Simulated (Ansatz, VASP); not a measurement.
## One calculation of GaGe, two programs

Contents of INCAR:

```
SYSTEM = GaGe
  ALGO = Normal
  EDIFF = 1E-7
  ENCUT = 520
  GGA = PS
  ISIF = 2
  ISMEAR = -1
  LASPH = .TRUE.
  LCHARG = .FALSE.
  LREAL = .FALSE.
  LWAVE = .FALSE.
  NBANDS = 20
  NELM = 80
  PREC = Accurate
  SIGMA = 0.05
```

KPOINTS

```
k-points
0
G
  8 8 8
  0 0 0
```

Contents of POSCAR:

```
GaGe
1.0
    0.0000000000      2.9359778994      2.9359778994
    2.9359778994      0.0000000000      2.9359778994
    2.9359778994      2.9359778994      0.0000000000
Ge Ga
1 1
Direct
    0.0000000000      0.0000000000      0.0000000000
    0.2500000000      0.2500000000      0.2500000000
```

File input.yaml:

```yaml
crystal:
  lattice:
    - [0.0, 2.9359778994, 2.9359778994]
    - [2.9359778994, 0.0, 2.9359778994]
    - [2.9359778994, 2.9359778994, 0.0]
  atoms:
    - { symbol: Ge, position: [0.0, 0.0, 0.0] }
    - { symbol: Ga, position: [0.25, 0.25, 0.25] }
kpoints:
  mp_grid: { grid: [8, 8, 8] }
scf:
  occupations: { method: fermi_dirac, width: 0.05 }
hamiltonian:
  xc: pbesol
  pseudopotentials: { kind: all_electron, lapw: { basis_error: 0.0005 } }
output:
  forces: true
  stress: true
  eigenvalues: true
```

Change from the starting cell: volume scaled by 1.04.

Alike in both runs: task single point; functional PBEsol; k mesh 8 × 8 × 8; occupations fermi-dirac, width 0.05 eV; no spin polarisation.

|  | VASP | Ansatz |
| --- | --- | --- |
| version | VASP 6.6.1 | Ansatz 0.2.0 |
| potentials or method | VASP PAW PBE potentials, release 64 (Ge_d, Ga_d) | all-electron LAPW, scalar-relativistic |
| plane-wave cutoff (eV) | 520 | see its input |

```tsv
	VASP	Ansatz	Ansatz less VASP
gap on the k mesh at the Fermi level (eV)	none	none	-
pressure (GPa)	-4.0	-4.0	+0.02
```

A gap of «none» marks a metal or a gap that the smearing closes. Ansatz ran all-electron here, so the differences hold the error of VASP's frozen core and of both bases.

Caveats: the PAW data sets were made with another functional, which shifts forces and pressure a little (VASP).
